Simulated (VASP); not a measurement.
Ge3Rh:

```xyz
8
Lattice="5.4481 0.0000 0.0000 0.0000 5.4481 0.0000 0.0000 0.0000 5.4481" Properties=species:S:1:pos:R:3 pbc="T T T"
Ge    1.3620    0.0000    2.7240
Ge    2.7240    4.0861    0.0000
Ge    4.0861    0.0000    2.7240
Ge    2.7240    1.3620    0.0000
Ge    0.0000    2.7240    4.0861
Ge    0.0000    2.7240    1.3620
Rh    0.0000    0.0000    0.0000
Rh    2.7240    2.7240    2.7240
```

The cell was built by a generator and needn't be a form met in nature.

The cell isn't the ideal one: species swapped into the Zr3Sn type (Pm-3n, No. 223).

```yaml
Program: VASP 6.6.1
Task: relaxation of cell and atoms
Functional: PBE
Potentials_or_basis: VASP PAW PBE potentials, release 64 (Ge_d, Rh_pv)
Cutoff: 600 eV
k_mesh: 4 × 4 × 4
Occupations: gaussian, width 0.1 eV
Spin: no spin polarisation
```

At the start: pressure -12.1 GPa; volume 20.21 Å³/atom.

Problem. Where does the relaxation end?

Solution. Over 3 steps the energy falls by 141.9 meV/atom and the volume is 17.00 Å³/atom (-15.9 %); space group Pm-3n (No. 223, to 0.05 Å).

Step by step:
```tsv
step	energy change (eV)	largest force (eV/Å)	pressure (GPa)	volume (Å³)
1	0.0000	0.0000	-12.13	161.71
2	-0.9878	0.0000	6.52	128.47
3	-1.1349	0.0000	-0.03	135.97
```

Final structure:
```xyz
8
Lattice="5.1422 0.0000 0.0000 0.0000 5.1422 0.0000 0.0000 0.0000 5.1422" Properties=species:S:1:pos:R:3 pbc="T T T"
Ge    1.2856    0.0000    2.5711
Ge    2.5711    3.8567    0.0000
Ge    3.8567    0.0000    2.5711
Ge    2.5711    1.2856    0.0000
Ge    0.0000    2.5711    3.8567
Ge    0.0000    2.5711    1.2856
Rh    0.0000    0.0000    0.0000
Rh    2.5711    2.5711    2.5711
```

Caveat: the volume moved by over 15 % at a fixed basis, so the end points are rough.
